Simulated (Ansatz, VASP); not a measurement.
**KCaF3 in two plane-wave programs**

Wanted: the spread between two codes on one cell, functional and k mesh. The cell is taken from a series of runs on this material, whose earlier steps may have relaxed or scaled it; both programs get it as it stands.

Program: Ansatz 0.2.0. Level of theory: plane waves, with VASP 6.6.1 beside it; single point at LDA and single point at r2SCAN. Results are calculated unless marked as measured.

### 1. Starting point

It takes space group Pm-3m (No. 221, cubic). Conventional cell: a = 4.467 Å, b = 4.467 Å, c = 4.467 Å, α = 90.00°, β = 90.00°, γ = 90.00°. Ca has 6 F at 2.23 Å nearest. K has 12 F at 3.16 Å nearest. Nearest to F lie 2 Ca at 2.23 Å and 4 K at 3.16 Å. Farther neighbours and most contacts between anions are not listed.

### 2. VASP: single point, LDA

With cell and atoms fixed, the geometry can't cause a difference; cores, projectors, grids and the points listed under the comparison can.

Lines of VASP's logs that name or quote its potential files are left out, and so is its time.

The input, INCAR:

```
SYSTEM = KCaF3
PREC = Accurate
ENCUT = 520
EDIFF = 1E-06
NELM = 100
ISMEAR = 0
SIGMA = 0.05
LREAL = .FALSE.
ALGO = Normal
GGA = PW92
NBANDS = 26
LORBIT = 11
LWAVE = .FALSE.
LCHARG = .FALSE.
KPAR = 2
ISIF = 2
```

The input, POSCAR:

```
KCaF3
1.0
    4.4667368379      0.0000000000      0.0000000000
    0.0000000000      4.4667368379      0.0000000000
    0.0000000000      0.0000000000      4.4667368379
Ca K F
1 1 3
Direct
    0.0000000000      0.0000000000      0.0000000000
    0.5000000000      0.5000000000      0.5000000000
    0.0000000000      0.5000000000      0.0000000000
    0.0000000000      0.0000000000      0.5000000000
    0.5000000000      0.0000000000      0.0000000000
```

The input, KPOINTS:

```
Automatic mesh
0
Gamma
3 3 3
0 0 0
```

PAW data sets: Ca_sv, K_sv and F (LDA family, release 64).

The run is started by

```
$ mpirun -np 2 vasp_std
```

Numbers of over 12 decimals in the logs are rounded to 6 here.

Log:

```text
[banner, memory and clock lines left out]
running    2 mpi-ranks, on    1 nodes
 distrk:  each k-point on    1 cores,    2 groups
 distr:  one band on    1 cores,    1 groups

 POSCAR found type information on POSCAR CaK F
 POSCAR found :  3 types and       5 ions
|                                                                             |
|               ----> ADVICE to this user running VASP <----                  |
|                                                                             |
|     You enforced a specific xc type in the INCAR file but a different       |
|     [... a line on the potential file left out ...]
|     I HOPE YOU KNOW WHAT YOU ARE DOING!                                     |
|                                                                             |

 LDA part: xc-table for (Slater(with rela. corr.)+PW92), standard interpolation
 POSCAR, INCAR and KPOINTS ok, starting setup
 FFT: planning ... GRIDC
 FFT: planning ... GRID_SOFT
 FFT: planning ... GRID
 WAVECAR not read
 entering main loop
       N       E                     dE             d eps       ncg     rms          rms(c)
DAV:   1     0.376995529201E+03    0.37700E+03   -0.21221E+04   208   0.149E+03
DAV:   2    -0.641939197814E+01   -0.38341E+03   -0.37847E+03   256   0.423E+02
DAV:   3    -0.291377666949E+02   -0.22718E+02   -0.22665E+02   280   0.104E+02
DAV:   4    -0.304740505201E+02   -0.13363E+01   -0.13339E+01   376   0.165E+01
DAV:   5    -0.304804572876E+02   -0.64068E-02   -0.64059E-02   250   0.125E+00    0.969E+00
DAV:   6    -0.279440905351E+02    0.25364E+01   -0.11946E+01   224   0.194E+01    0.406E+00
DAV:   7    -0.277748051823E+02    0.16929E+00   -0.54005E-01   304   0.534E+00    0.231E+00
DAV:   8    -0.276522727906E+02    0.12253E+00   -0.17992E-01   260   0.351E+00    0.381E-01
DAV:   9    -0.276507138826E+02    0.15589E-02   -0.24494E-02   340   0.943E-01    0.213E-01
DAV:  10    -0.276505258344E+02    0.18805E-03   -0.27110E-03   272   0.351E-01    0.868E-02
DAV:  11    -0.276504511623E+02    0.74672E-04   -0.18482E-04   286   0.102E-01    0.303E-02
DAV:  12    -0.276504493960E+02    0.17662E-05   -0.39181E-05   368   0.376E-02    0.480E-03
DAV:  13    -0.276504499626E+02   -0.56653E-06   -0.22849E-06   202   0.110E-02
   1 F= -.27650450E+02 E0= -.27650450E+02  d E =-.120401E-18
```

OUTCAR, selected parts (step 2):

```text
ion  position               nearest neighbor table
   1  0.000  0.000  0.000-   3 2.23   4 2.23   5 2.23   4 2.23   3 2.23   5 2.23
   2  0.500  0.500  0.500-
   3  0.000  0.500  0.000-   1 2.23   1 2.23
   4  0.000  0.000  0.500-   1 2.23   1 2.23
   5  0.500  0.000  0.000-   1 2.23   1 2.23

  LATTYP: Found a simple cubic cell.
 ALAT       =     4.4667368379

 Subroutine GETGRP returns: Found 48 space group operations
 (whereof 48 operations were pure point group operations)

The static configuration has the point symmetry O_h .

 Found      4 irreducible k-points:

   k-points           NKPTS =      4   k-points in BZ     NKDIM =      4   number of bands    NBANDS=     26

   dimension x,y,z NGX =    36 NGY =   36 NGZ =   36
   dimension x,y,z NGXF=    72 NGYF=   72 NGZF=   72

   ENCUT  =  520.0 eV  38.22 Ry    6.18 a.u.   8.31  8.31  8.31*2*pi/ulx,y,z

   NELECT =      40.0000    total number of electrons

 k-points in reciprocal lattice and weights: Automatic mesh
   0.00000000  0.00000000  0.00000000       0.037
   0.33333333  0.00000000  0.00000000       0.222
   0.33333333  0.33333333  0.00000000       0.444
   0.33333333  0.33333333  0.33333333       0.296

 average (electrostatic) potential at core
       1 -46.7296       2 -36.1444       3 -78.0822       4 -78.0822       5 -78.0822

 E-fermi :  -2.7450

 k-point     1 :       0.0000    0.0000    0.0000
  band No.  band energies     occupation
    ...
     16      -3.3486      2.00000
     17      -3.3486      2.00000
     18      -3.1246      2.00000
     19      -3.1246      2.00000
     20      -3.1246      2.00000
     21       2.8856      0.00000
     22       5.7634      0.00000
     23       5.7634      0.00000
     24       5.7634      0.00000
     25       5.9352      0.00000
    ...

 k-point     2 :       0.3333    0.0000    0.0000
  band No.  band energies     occupation
    ...
     16      -3.5125      2.00000
     17      -3.5125      2.00000
     18      -3.4489      2.00000
     19      -3.1820      2.00000
     20      -3.1820      2.00000
     21       4.1413      0.00000
     22       6.0350      0.00000
     23       6.0936      0.00000
     24       6.3442      0.00000
     25       6.3442      0.00000
    ...

 k-point     3 :       0.3333    0.3333    0.0000
  band No.  band energies     occupation
    ...
     16      -3.5886      2.00000
     17      -3.5496      2.00000
     18      -3.5033      2.00000
     19      -3.3188      2.00000
     20      -3.0860      2.00000
     21       5.1109      0.00000
     22       6.2258      0.00000
     23       6.4126      0.00000
     24       6.4540      0.00000
     25       6.9382      0.00000
    ...

  Total       -2.6221809     -2.6221809     -2.6221809      0.0000000     -0.0000000      0.0000000
  in kB      -47.1413631    -47.1413631    -47.1413631      0.0000000     -0.0000000      0.0000000
  external PRESSURE =     -47.1413631 kB  Pullay stress =       0.0000000 kB

  energy-cutoff  :      520.00
  volume of cell :       89.12
      direct lattice vectors                 reciprocal lattice vectors
     4.466736838  0.000000000  0.000000000     0.223877080  0.000000000  0.000000000
     0.000000000  4.466736838  0.000000000     0.000000000  0.223877080  0.000000000
     0.000000000  0.000000000  4.466736838     0.000000000  0.000000000  0.223877080

 POSITION                                       TOTAL-FORCE (eV/Angst)
 -----------------------------------------------------------------------------------
      0.00000      0.00000      0.00000         0.000000      0.000000      0.000000
      2.23337      2.23337      2.23337         0.000000      0.000000      0.000000
      0.00000      2.23337      0.00000         0.000000      0.000000      0.000000
      0.00000      0.00000      2.23337         0.000000      0.000000      0.000000
      2.23337      0.00000      0.00000         0.000000      0.000000      0.000000
 -----------------------------------------------------------------------------------
    total drift:                                0.000000      0.000000     -0.000000

  FREE ENERGIE OF THE ION-ELECTRON SYSTEM (eV)
  ---------------------------------------------------
  free  energy   TOTEN  =       -27.6504499626 eV

  energy  without entropy=      -27.6504499626  energy(sigma->0) =      -27.65044996

 total charge
# of ion       s       p       d       tot
------------------------------------------
    1        2.031   5.879   0.278   8.188
    2        1.947   5.553   0.012   7.513
    3        1.724   4.342   0.000   6.066
    4        1.724   4.342   0.000   6.066
    5        1.724   4.342   0.000   6.066
--------------------------------------------------
tot          9.150  24.458   0.290  33.898

[... 1 further part left out ...]
```

The run ends at a pressure of -4.71 GPa.

### 3. Ansatz: single point, LDA

Ansatz runs on its default PAW (the set named soft_2) files.

The same cell, functional (in two slightly different forms), mesh and smearing now go to Ansatz, which takes its cutoff from its data sets.

The input, input.yaml:

```yaml
crystal:
  lattice:
    - [4.4667368379, 0.0, 0.0]
    - [0.0, 4.4667368379, 0.0]
    - [0.0, 0.0, 4.4667368379]
  atoms:
    - { symbol: Ca, position: [0.0, 0.0, 0.0] }
    - { symbol: K, position: [0.5, 0.5, 0.5] }
    - { symbol: F, position: [0.0, 0.5, 0.0] }
    - { symbol: F, position: [0.0, 0.0, 0.5] }
    - { symbol: F, position: [0.5, 0.0, 0.0] }
hamiltonian:
  xc: lda
  pseudopotentials: { kind: paw }
kpoints:
  mp_grid: { grid: [3, 3, 3] }
scf:
  occupations: { method: gaussian, width: 0.05 }
  n_extra_bands: 5
output:
  forces: true
  stress: true
  eigenvalues: true
  write_density: true
  write_potential: true
  elf: true
  volumetric_format: npy
```

The run is started by

```
$ ansatz run input.yaml --threads 2 --pin off --max-ram 4608MiB --backend cpu --events-out ev --progress --plain --runs-dir out
```

Log:

```text
scf.n_extra_bands = 5 over 20 filled bands (N_el = 40.0): the run solves 25 bands
Engine: ansatz 0.2.0, x86_64-unknown-linux-gnu
Pseudopotentials: kind: paw
Pseudopotential: Ca, paw, valence charge 10, recommended cutoff 420 eV (normal), Ca.paw.azcp
Pseudopotential: K, paw, valence charge 9, recommended cutoff 420 eV (normal), K.paw.azcp
Pseudopotential: F, paw, valence charge 7, recommended cutoff 420 eV (normal), F.paw.azcp
Functional definition: SPW92
  exchange = slater_x
  correlation = pw_c
Crystal: 5 atoms, lattice volume = 89.119 Å³
Basis set: ecut = 420 eV, 1743 PW (Γ)
Bands: 25, of which v1, the nominal top of the filled ones, is band 20 counted from 1 (19 counted from 0)
Symmetry: 48 space group operations
Space group: Pm-3m (ITA 221), of the structure as read, at distance tolerance 4.5e-5 Å
k-points: 4 of 27
Non-local potential: Ca, projectors of the file, l = 0: 3, l = 1: 2, l = 2: 2
Non-local potential: K, projectors of the file, l = 0: 3, l = 1: 2, l = 2: 2
Non-local potential: F, projectors of the file, l = 0: 2, l = 1: 2, l = 2: 1
PAW form: soft (Blöchl's): semilocal exchange-correlation on the pseudo side does not see the compensation charge
PAW frozen core: Ca, regenerated for the run's functional, and the local potential with it (the file was generated under x = pbe(κ = 0.804, μ = 0.219515), c = pbe(β = 0.066725))
PAW frozen core: K, regenerated for the run's functional, and the local potential with it (the file was generated under x = pbe(κ = 0.804, μ = 0.219515), c = pbe(β = 0.066725))
PAW frozen core: F, regenerated for the run's functional, and the local potential with it (the file was generated under x = pbe(κ = 0.804, μ = 0.219515), c = pbe(β = 0.066725))
PAW one-centre angular grid: Ca, 110 points (default); XC on 64 Gauss nodes
PAW one-centre angular grid: K, 110 points (default); XC on 64 Gauss nodes
PAW one-centre angular grid: F, 110 points (default); XC on 64 Gauss nodes
Initial density: superposition of atomic densities (neutral atoms: chi_scale 0, normalization atom), corrected by the library's trained network
Initial wavefunctions: pseudopotential atomic-orbital guess
Functional: x = slater, c = lda
SCF iter   1: F=—  HF=-5659.031189 eV  |F-HF|=—  |Δ(HF+E_count)|=         —  Δρ=1.65e-2  dr2=1.80e-1  ethr=1.77e-3  ⟨swp⟩=8.8  Hψ=539  notcnv=0
preconditioner: auto → Resta (q_TF=auto, 2.387 Å⁻¹)  ε∞=3.0  [insulator: Δε(μ)=5.669 eV  Ē_g=16.820 eV  σ=0.050 eV  W_gap=1.00  n_scr=18 (ndim 8)  ℏωp=23.6 eV  f_vac=0.105  D(μ)=0.00/eV (n_scr^D=0)  ε∞_Penn≈3.0]
SCF iter   2: F=—  HF=-5658.984799 eV  |F-HF|=—  |Δ(HF+E_count)|=   4.64e-2  Δρ=5.80e-3  dr2=1.06e-2  ethr=4.49e-4  ⟨swp⟩=2.0  Hψ=203  notcnv=0  defer=3
SCF iter   3: F=—  HF=-5658.981727 eV  |F-HF|=—  |Δ(HF+E_count)|=   3.07e-3  Δρ=2.02e-3  dr2=2.04e-3  ethr=2.65e-5  ⟨swp⟩=2.0  Hψ=163  notcnv=0  defer=4
SCF iter   4: F=—  HF=-5658.981134 eV  |F-HF|=—  |Δ(HF+E_count)|=   5.93e-4  Δρ=3.08e-4  dr2=6.18e-5  ethr=5.11e-6  ⟨swp⟩=2.0  Hψ=170  notcnv=0  defer=4
SCF iter   5: F=—  HF=-5658.981133 eV  |F-HF|=—  |Δ(HF+E_count)|=   9.48e-7  Δρ=3.48e-5  dr2=9.49e-7  ethr=1.55e-7  ⟨swp⟩=2.0  Hψ=173  notcnv=0  defer=4
SCF iter   6: F=-5658.981134 eV  HF=-5658.981134 eV  |F-HF|=4.26e-9  |Δ(HF+E_count)|=   8.42e-7  Δρ=4.77e-6  dr2=2.45e-8  ethr=2.50e-10  ⟨swp⟩=11.2  Hψ=716  notcnv=0
SCF 1 converged in 6 iterations: F = -5658.981134 eV  dr2 = 2.45e-8
  greatest PAW one-centre occupation: 0.996 electrons in one spin orbital (limit 2), on the Ca atom at site 0 (counted from 0), in its partial waves of l = 0
SCF converged after 6 iterations
Free energy (F): -5658.981134 eV
Harris-Foulkes:  -5658.981134 eV  (|F-HF|=4.26e-9)
Internal energy: -5658.981134 eV  (E = F + TS)
E sigma→0 (E₀):  -5658.981134 eV
Fermi energy:    3.679093 eV
--- Per-component energies (eV) ---
  E_band       = -372.681726
  E_kinetic    = 1146.816144
  E_local      = -3231.814853  (includes V_loc(G=0)·N_el)
  E_nonlocal   = 309.063468
  E_hartree    = 1169.025922
  E_xc         = -503.285475
  E_vxc        = -637.898421  (∫ρ·V_xc dr)
  E_paw        = -2121.015073  (= ΣΔE_a)
  E_vpaw       = -296.911155  (= ΣTr[D̂ρ^β])
  E_aug_tail   = 0.006083  (compensation charges beyond the density's cutoff)
  E_ewald      = -2428.657770
  E_core_change = 0.880421  (= ΣΔE_core)
  E_smearing   = -0.000000  (= −TS)
  E_closure    = -0.000000  (closes the sum)
  Σ components = -5658.981134   (vs F -5658.981134, Δ=0.00e0)
--- Forces (eV/Å), atoms counted from 1 ---
  atom   1  Ca    -0.00000000     0.00000000     0.00000000
  atom   2  K      0.00000000    -0.00000000    -0.00000000
  atom   3  F      0.00000000     0.00000000    -0.00000000
  atom   4  F      0.00000000     0.00000000     0.00000000
  atom   5  F      0.00000000    -0.00000000    -0.00000000
  max |Σ_I F_I| component: 8.06e-29 eV/Å
--- Stress (GPa, compression-positive) ---
       -4.930793      -0.000000       0.000000
        0.000000      -4.930793       0.000000
        0.000000       0.000000      -4.930793
  P = ⅓ Tr σ = -4.9308 GPa (-49.308 kbar)
--- Band table (eV) ---
  k-point 0: bands = [... 16 lower, 0.4097, 0.6304, 0.6304, 0.6304, 6.6551, 9.5362, 9.5362, 9.5362, ... 1 higher]
  k-point 1: bands = [... 16 lower, 0.2474, 0.3106, 0.5721, 0.5721, 7.9089, 9.8054, 9.8641, 10.1121, ... 1 higher]
  k-point 2: bands = [... 16 lower, 0.2098, 0.2563, 0.4346, 0.6732, 8.8775, 9.9948, 10.1796, 10.2208, ... 1 higher]
  k-point 3: bands = [... 16 lower, -0.2990, 0.6409, 0.6409, 0.7022, 9.5840, 10.1836, 10.3633, 10.3633, ... 1 higher]
```

The run ends at a pressure of -4.93 GPa.

### 4. Side by side

Known differences besides the PAW data sets themselves: the cutoff is 420 eV in Ansatz and 520 eV in VASP; Ansatz makes its cores anew for this functional, VASP keeps those of its LDA data sets. Total energies have different zeros and are not compared.

Compared:

```csv
quantity,Ansatz,VASP,difference
pressure (GPa),-4.93,-4.71,-0.22
gap on the k mesh (eV),5.953,5.942,+0.011
```

Ansatz's pressure holds a Pulay correction of 0.57 GPa; VASP's holds none.

### 5. What moves the difference

How far does this hang on the set-up? Further runs change one program's set-up at a time, as the table lists.

```csv
run,difference in gap on the k mesh (eV)
as above,0.011
"VASP with the data sets Ca_sv, K_sv and F_h, a cutoff of 1240 eV and GGA = CA, the Perdew-Zunger form of LDA",0.010
```

(Part 1 of 2 ends here.)

[Lines on the potential files, build, host, timing and source positions are cut from VASP's logs without a mark.]

[Logs are printed without paths, hosts, clocks, repeated set-up lines and the standing remarks that a program may print on its own settings, such as how far it seeks lower states.]

[Hosts, paths, dates, database ids (printed as entryN), source tags and the programs' standing remarks are cut or masked in the printed files.]
